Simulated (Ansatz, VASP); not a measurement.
# In2Se: VASP beside Ansatz, part 2 of 2

One calculation is typed for both programs; each brings its own data sets. How far apart do they land? The cell is generated by rule, not measured, and may not be a known phase. The cell is taken from a series of runs on this material, whose earlier steps may have relaxed, scaled, displaced or heated it; both programs get it as it stands.

VASP 6.6.1 and Ansatz 0.2.0.

So far. Step 2 (VASP: single point, PBEsol, pair 1): The run ends at a pressure of -0.04 GPa, with forces up to 0.11 eV/Å. Step 3 (Ansatz: single point, PBEsol, pair 1): The run ends at a pressure of -0.04 GPa, with forces up to 0.11 eV/Å.

## (5) VASP: single point, PBEsol, pair 2

Level of this step: PBEsol; plane waves and PAW (Se, In_d); invented cell (VASP).

A single point gives forces, pressure and levels at one fixed geometry, so differences don't come from the geometry; what else differs is listed under the comparison.

Contents of INCAR:

```
SYSTEM = In2Se
PREC = Accurate
ENCUT = 500
EDIFF = 1E-06
NELM = 120
ISMEAR = 1
SIGMA = 0.2
LREAL = .FALSE.
ALGO = Normal
GGA = PS
NBANDS = 79
LORBIT = 11
LWAVE = .FALSE.
LCHARG = .FALSE.
ISIF = 2
LASPH = .TRUE.
GGA_COMPAT = .FALSE.
KPAR = 2
```

Contents of POSCAR:

```
In2Se
1.0
   -6.6284302234      0.0000000000      0.0000000000
    0.0000000000     -6.6284302234     -6.6284302234
    0.0000000000     -6.6284302234      6.6284302234
Se In
4 8
Direct
    0.0000000000      0.4939653887      0.4939653887
    0.0000000000      0.0060346113      0.0060346113
    0.5000000000      0.0060346113      0.4939653887
    0.5000000000      0.4939653887      0.0060346113
    0.7500000000      0.2500000000      0.5043985265
    0.7500000000      0.7500000000      0.9956014735
    0.2500000000      0.9956014735      0.2500000000
    0.2500000000      0.5043985265      0.7500000000
    0.2500000000      0.9956014735      0.7500000000
    0.2500000000      0.5043985265      0.2500000000
    0.7500000000      0.7500000000      0.5043985265
    0.7500000000      0.2500000000      0.9956014735
```

Contents of KPOINTS:

```
Automatic mesh
0
Gamma
6 4 4
0 0 0
```

The projector-augmented-wave data sets are Se and In_d (PBE family, release 64).

Run with:

```
> mpirun -np 2 vasp_std
```

Numbers of over 12 decimals in the logs are rounded to 6 here.

Log:

```text
[banner, memory and clock lines left out]
running    2 mpi-ranks, on    1 nodes
[...]
[... a notice as in an earlier step ...]

 LDA part: xc-table for (Slater+PW92), standard interpolation
 POSCAR, INCAR and KPOINTS ok, starting setup
[...]
entering main loop
       N       E                     dE             d eps       ncg     rms          rms(c)
DAV:   1     0.121022283154E+04    0.12102E+04   -0.54070E+04  3792   0.159E+03
DAV:   2     0.141054923721E+03   -0.10692E+04   -0.10396E+04  3824   0.415E+02
DAV:   3    -0.215118740807E+02   -0.16257E+03   -0.15437E+03  4530   0.182E+02
DAV:   4    -0.365853757036E+02   -0.15074E+02   -0.14536E+02  4448   0.526E+01
[...]
DAV:  14    -0.335255345272E+02   -0.26396E-04   -0.15660E-04  5259   0.496E-02    0.250E-02
DAV:  15    -0.335255186482E+02    0.15879E-04   -0.56862E-05  4025   0.332E-02    0.120E-02
DAV:  16    -0.335255194243E+02   -0.77604E-06   -0.74056E-06  3265   0.964E-03
   1 F= -.33525519E+02 E0= -.33525268E+02  d E =-.753360E-03
```

OUTCAR, selected parts (step 5):

```text
  Total       -0.4605184     -0.4367206     -0.4367206      0.0000000      0.0000000     -0.0000000
  in kB       -1.2667635     -1.2013021     -1.2013021      0.0000000      0.0000000     -0.0000000
  external PRESSURE =      -1.2231226 kB  Pullay stress =       0.0000000 kB

 POSITION                                       TOTAL-FORCE (eV/Angst)
 -----------------------------------------------------------------------------------
      0.00000     -6.54843      0.00000        -0.000000      0.160836      0.000000
      0.00000     -0.08000      0.00000         0.000000     -0.160836      0.000000
     -3.31422     -3.31422      3.23422         0.000000     -0.000000     -0.160836
     -3.31422     -3.31422     -3.23422        -0.000000     -0.000000      0.160836
     -4.97132     -5.00048      1.68626         0.000000     -0.135185      0.135185
     -4.97132    -11.57060      1.62795         0.000000      0.104233     -0.104233
     -1.65711     -8.25638     -4.94217         0.000000      0.135185      0.135185
     -1.65711     -8.31469      1.62795         0.000000     -0.104233     -0.104233
     -1.65711    -11.57060     -1.62795         0.000000      0.104233      0.104233
     -1.65711     -5.00048     -1.68626         0.000000     -0.135185     -0.135185
     -4.97132     -8.31469     -1.62795         0.000000     -0.104233      0.104233
     -4.97132     -8.25638      4.94217         0.000000      0.135185     -0.135185
 -----------------------------------------------------------------------------------
    total drift:                                0.000000     -0.000000      0.000000

  FREE ENERGIE OF THE ION-ELECTRON SYSTEM (eV)
  ---------------------------------------------------
  free  energy   TOTEN  =       -33.5255194243 eV

  energy  without entropy=      -33.5247660640  energy(sigma->0) =      -33.52526830

[... 2 parts as in an earlier step ...]

[... 1 further part left out ...]
[key lines of the parts left out:]
E-fermi :   1.5312
```

The run ends at a pressure of -0.12 GPa, with forces up to 0.19 eV/Å.

## (6) Ansatz: single point, PBEsol, pair 2

The same cell, functional, mesh and smearing now go to Ansatz, which takes its cutoff from its data sets.

The cell is taken from a series of runs on this material, whose earlier steps may have relaxed, scaled, displaced or heated it; both programs get it as it stands.

Contents of input.yaml:

```yaml
crystal:
  lattice:
    - [-6.6284302234, 0.0, 0.0]
    - [0.0, -6.6284302234, -6.6284302234]
    - [0.0, -6.6284302234, 6.6284302234]
  atoms:
    - { symbol: Se, position: [0.0, 0.4939653887, 0.4939653887] }
    - { symbol: Se, position: [0.0, 0.0060346113, 0.0060346113] }
    - { symbol: Se, position: [0.5, 0.0060346113, 0.4939653887] }
    - { symbol: Se, position: [0.5, 0.4939653887, 0.0060346113] }
    - { symbol: In, position: [0.75, 0.25, 0.5043985265] }
    - { symbol: In, position: [0.75, 0.75, -0.0043985265] }
    - { symbol: In, position: [0.25, -0.0043985265, 0.25] }
    - { symbol: In, position: [0.25, 0.5043985265, 0.75] }
    - { symbol: In, position: [0.25, -0.0043985265, 0.75] }
    - { symbol: In, position: [0.25, 0.5043985265, 0.25] }
    - { symbol: In, position: [0.75, 0.75, 0.5043985265] }
    - { symbol: In, position: [0.75, 0.25, -0.0043985265] }
kpoints:
  mp_grid: { grid: [6, 4, 4] }
hamiltonian:
  xc: pbesol
scf:
  occupations: { method: methfessel_paxton, width: 0.2 }
output:
  forces: true
  stress: true
  eigenvalues: true
```

Run with:

```
> ansatz run input.yaml --threads 8 --pin off --max-ram 14336MiB --backend cpu --events-out ev --progress --plain --runs-dir out
```

Log:

```text
[...]
Crystal: 12 atoms, lattice volume = 582.455 Å³
Basis set: ecut = 420 eV, 11407 PW (Γ), exchange–correlation on 90×128×128 points (8 copies of the dense FFT grid, shifted against one another)
Bands: 101, of which v1, the nominal top of the filled ones, is band 84 counted from 1 (83 counted from 0)
Symmetry: 8 space group operations
[...]
k-points: 24 of 96
[...]
k-point 0: bands = [... 80 lower, 2.7357, 2.9467, 3.0382, 3.3789, 3.3789, 3.4615, 4.4051, 4.4457, ... 13 higher]
  k-point 1: bands = [... 80 lower, 2.7963, 3.0835, 3.1412, 3.1799, 3.3106, 3.3666, 4.2112, 4.2152, ... 13 higher]
  k-point 2: bands = [... 80 lower, 2.8398, 2.9138, 3.1274, 3.2567, 3.5028, 3.5225, 3.5731, 3.8513, ... 13 higher]
  k-point 23: bands = [... 80 lower, 2.6156, 2.8080, 2.8080, 2.9936, 4.3055, 4.3866, 4.3866, 4.5355, ... 13 higher]
[key lines of the parts left out:]
SCF converged after 9 iterations
Free energy (F): -65894.310798 eV
Fermi energy:    3.306782 eV
P = ⅓ Tr σ = -0.1187 GPa (-1.187 kbar)
```

The run ends at a pressure of -0.12 GPa, with forces up to 0.19 eV/Å.

## (7) Differences

What differs besides the data sets and the points named for the pairs above, as far as they apply: the data sets hold 168 valence electrons in Ansatz (on its default PAW (the set named soft_2) files) and 128 in VASP. Total energies have different zeros and are not compared.

The two programs side by side:

| quantity | Ansatz | VASP | difference |
| --- | --- | --- | --- |
| pressure (GPa) | -0.12 | -0.12 | 0.00 |

Forces on 10 of the 12 atoms, those with the largest forces and the largest differences (eV/Å; atoms numbered as in POSCAR):

| atom | Ansatz x, y, z | VASP x, y, z |
| --- | --- | --- |
| Se1 | 0.000, 0.161, 0.000 | 0.000, 0.161, 0.000 |
| Se2 | 0.000, -0.161, 0.000 | 0.000, -0.161, 0.000 |
| Se3 | 0.000, 0.000, -0.161 | 0.000, 0.000, -0.161 |
| In5 | 0.000, -0.136, 0.136 | 0.000, -0.135, 0.135 |
| In7 | 0.000, 0.136, 0.136 | 0.000, 0.135, 0.135 |
| In8 | 0.000, -0.105, -0.105 | 0.000, -0.104, -0.104 |
| In9 | 0.000, 0.105, 0.105 | 0.000, 0.104, 0.104 |
| In10 | 0.000, -0.136, -0.136 | 0.000, -0.135, -0.135 |
| In11 | 0.000, -0.105, 0.105 | 0.000, -0.104, 0.104 |
| In12 | 0.000, 0.136, -0.136 | 0.000, 0.135, -0.135 |

The forces differ by 0.4 meV/Å r.m.s., which is 0.4 % of the r.m.s. force of 0.097 eV/Å (both taken over all components).

## (8) Ansatz: single point, PBEsol, pair 3

A single point gives forces, pressure and levels at one fixed geometry, so differences don't come from the geometry; what else differs is listed under the comparison.

The cell is taken from a series of runs on this material, whose earlier steps may have relaxed, scaled, displaced or heated it; both programs get it as it stands.

Contents of input.yaml:

```yaml
crystal:
  lattice:
    - [-6.6284302234, 0.0, 0.0]
    - [0.0, -6.6284302234, -6.6284302234]
    - [0.0, -6.6284302234, 6.6284302234]
  atoms:
    - { symbol: Se, position: [0.0, 0.4894394302, 0.4894394302] }
    - { symbol: Se, position: [0.0, 0.0105605698, 0.0105605698] }
    - { symbol: Se, position: [0.5, 0.0105605698, 0.4894394302] }
    - { symbol: Se, position: [0.5, 0.4894394302, 0.0105605698] }
    - { symbol: In, position: [0.75, 0.25, 0.5076974213] }
    - { symbol: In, position: [0.75, 0.75, -0.0076974213] }
    - { symbol: In, position: [0.25, -0.0076974213, 0.25] }
    - { symbol: In, position: [0.25, 0.5076974213, 0.75] }
    - { symbol: In, position: [0.25, -0.0076974213, 0.75] }
    - { symbol: In, position: [0.25, 0.5076974213, 0.25] }
    - { symbol: In, position: [0.75, 0.75, 0.5076974213] }
    - { symbol: In, position: [0.75, 0.25, -0.0076974213] }
kpoints:
  mp_grid: { grid: [6, 4, 4] }
hamiltonian:
  xc: pbesol
scf:
  occupations: { method: methfessel_paxton, width: 0.2 }
output:
  forces: true
  stress: true
  eigenvalues: true
  write_density: true
  write_potential: true
  elf: true
  volumetric_format: npy
```

Log:

```text
[...]
Crystal: 12 atoms, lattice volume = 582.455 Å³
Basis set: ecut = 420 eV, 11407 PW (Γ), exchange–correlation on 90×128×128 points (8 copies of the dense FFT grid, shifted against one another)
Bands: 101, of which v1, the nominal top of the filled ones, is band 84 counted from 1 (83 counted from 0)
Symmetry: 8 space group operations
[...]
k-points: 24 of 96
[...]
k-point 0: bands = [... 80 lower, 2.6150, 2.9401, 3.1260, 3.3434, 3.3434, 3.5683, 4.3592, 4.4803, ... 13 higher]
  k-point 1: bands = [... 80 lower, 2.6667, 3.0769, 3.1130, 3.2440, 3.2779, 3.4876, 4.1855, 4.2056, ... 13 higher]
  k-point 2: bands = [... 80 lower, 2.6768, 2.7933, 3.1265, 3.4023, 3.4918, 3.5208, 3.5236, 3.9566, ... 13 higher]
  k-point 23: bands = [... 80 lower, 2.4637, 2.7989, 2.7989, 3.1206, 4.2103, 4.3222, 4.3222, 4.6073, ... 13 higher]
[key lines of the parts left out:]
SCF converged after 9 iterations
Free energy (F): -65894.415748 eV
Fermi energy:    3.370929 eV
P = ⅓ Tr σ = -0.2922 GPa (-2.922 kbar)
```

The run ends at a pressure of -0.29 GPa, with forces up to 0.33 eV/Å.

## (9) VASP: single point, PBEsol, pair 3

The same cell, functional, mesh and smearing now go to VASP, with its own data sets.

INCAR is that of step 5.

Contents of POSCAR:

```
In2Se
1.0
   -6.6284302234      0.0000000000      0.0000000000
    0.0000000000     -6.6284302234     -6.6284302234
    0.0000000000     -6.6284302234      6.6284302234
Se In
4 8
Direct
    0.0000000000      0.4894394302      0.4894394302
    0.0000000000      0.0105605698      0.0105605698
    0.5000000000      0.0105605698      0.4894394302
    0.5000000000      0.4894394302      0.0105605698
    0.7500000000      0.2500000000      0.5076974213
    0.7500000000      0.7500000000      0.9923025787
    0.2500000000      0.9923025787      0.2500000000
    0.2500000000      0.5076974213      0.7500000000
    0.2500000000      0.9923025787      0.7500000000
    0.2500000000      0.5076974213      0.2500000000
    0.7500000000      0.7500000000      0.5076974213
    0.7500000000      0.2500000000      0.9923025787
```

KPOINTS is that of step 5.

Run with:

```
> mpirun -np 2 vasp_std
```

Log:

```text
[... set-up lines as in an earlier step ...]
 entering main loop
       N       E                     dE             d eps       ncg     rms          rms(c)
DAV:   1     0.120958279989E+04    0.12096E+04   -0.54059E+04  3792   0.158E+03
DAV:   2     0.140848719772E+03   -0.10687E+04   -0.10385E+04  3816   0.415E+02
DAV:   3    -0.212090259122E+02   -0.16206E+03   -0.15382E+03  4461   0.182E+02
DAV:   4    -0.365989940831E+02   -0.15390E+02   -0.14813E+02  4456   0.527E+01
[...]
DAV:  17    -0.336300819045E+02   -0.22872E-05   -0.26503E-05  3946   0.181E-02    0.142E-02
DAV:  18    -0.336300793222E+02    0.25823E-05   -0.83487E-06  4040   0.159E-02    0.675E-03
DAV:  19    -0.336300796964E+02   -0.37422E-06   -0.30383E-06  3330   0.673E-03
   1 F= -.33630080E+02 E0= -.33627554E+02  d E =-.757786E-02
```

Parts of OUTCAR (step 9):

```text
  Total       -1.1352563     -1.0759186     -1.0759186      0.0000000      0.0000000      0.0000000
  in kB       -3.1227876     -2.9595654     -2.9595654      0.0000000      0.0000000      0.0000000
  external PRESSURE =      -3.0139728 kB  Pullay stress =       0.0000000 kB

 POSITION                                       TOTAL-FORCE (eV/Angst)
 -----------------------------------------------------------------------------------
      0.00000     -6.48843      0.00000         0.000000      0.249870      0.000000
      0.00000     -0.14000      0.00000        -0.000000     -0.249870      0.000000
     -3.31422     -3.31422      3.17422        -0.000000      0.000000     -0.249870
     -3.31422     -3.31422     -3.17422         0.000000      0.000000      0.249870
     -4.97132     -5.02234      1.70813        -0.000000     -0.232713      0.232713
     -4.97132    -11.54873      1.60609        -0.000000      0.158122     -0.158122
     -1.65711     -8.23452     -4.92030        -0.000000      0.232713      0.232713
     -1.65711     -8.33656      1.60609        -0.000000     -0.158122     -0.158122
     -1.65711    -11.54873     -1.60609        -0.000000      0.158122      0.158122
     -1.65711     -5.02234     -1.70813        -0.000000     -0.232713     -0.232713
     -4.97132     -8.33656     -1.60609        -0.000000     -0.158122      0.158122
     -4.97132     -8.23452      4.92030        -0.000000      0.232713     -0.232713
 -----------------------------------------------------------------------------------
    total drift:                               -0.000000     -0.000000      0.000000

  FREE ENERGIE OF THE ION-ELECTRON SYSTEM (eV)
  ---------------------------------------------------
  free  energy   TOTEN  =       -33.6300796964 eV

  energy  without entropy=      -33.6225018369  energy(sigma->0) =      -33.62755374

[... 2 parts as in an earlier step ...]

[... 1 further part left out ...]
[key lines of the parts left out:]
E-fermi :   1.5951
```

The run ends at a pressure of -0.30 GPa, with forces up to 0.33 eV/Å.

## (10) Comparison

What differs besides the data sets and the points named for the pairs above, as far as they apply: the data sets hold 168 valence electrons in Ansatz (on its default PAW (the set named soft_2) files) and 128 in VASP. Total energies have different zeros and are not compared.

Both answers:

| quantity | Ansatz | VASP | difference |
| --- | --- | --- | --- |
| pressure (GPa) | -0.29 | -0.30 | +0.01 |

Forces on 10 of the 12 atoms, those with the largest forces and the largest differences (eV/Å; atoms numbered as in POSCAR):

| atom | Ansatz x, y, z | VASP x, y, z |
| --- | --- | --- |
| Se1 | 0.000, 0.250, 0.000 | 0.000, 0.250, 0.000 |
| Se3 | 0.000, 0.000, -0.250 | 0.000, 0.000, -0.250 |
| Se4 | 0.000, 0.000, 0.250 | 0.000, 0.000, 0.250 |
| In5 | 0.000, -0.233, 0.233 | 0.000, -0.233, 0.233 |
| In6 | 0.000, 0.159, -0.159 | 0.000, 0.158, -0.158 |
| In7 | 0.000, 0.233, 0.233 | 0.000, 0.233, 0.233 |
| In9 | 0.000, 0.159, 0.159 | 0.000, 0.158, 0.158 |
| In10 | 0.000, -0.233, -0.233 | 0.000, -0.233, -0.233 |
| In11 | 0.000, -0.159, 0.159 | 0.000, -0.158, 0.158 |
| In12 | 0.000, 0.233, -0.233 | 0.000, 0.233, -0.233 |

The forces differ by 0.5 meV/Å r.m.s., which is 0.3 % of the r.m.s. force of 0.157 eV/Å (both taken over all components).

## (11) Outcome

| Item | Value |
| --- | --- |
| r.m.s. force difference (single point, PBEsol, pair 1) | 0.35 meV/Å |
| r.m.s. force difference (single point, PBEsol, pair 2) | 0.43 meV/Å |
| r.m.s. force difference (single point, PBEsol, pair 3) | 0.54 meV/Å |

The r.m.s. force difference is 0.54 meV/Å (single point, PBEsol, pair 3), within the 12 meV/Å picked in this series as the mark of a large difference. The data sets hold unlike numbers of valence electrons (168 in Ansatz and 128 in VASP), so part of the differences comes from the potentials. How closely two codes agree says nothing of how well the functional describes the real material.

[Lines on the potential files, build, host, timing and source positions are cut from VASP's logs without a mark.]

[Logs are printed without paths, hosts, clocks, repeated set-up lines and the standing remarks that a program may print on its own settings, such as how far it seeks lower states.]

[Hosts, paths, dates, database ids (printed as entryN), source tags and the programs' standing remarks are cut or masked in the printed files.]
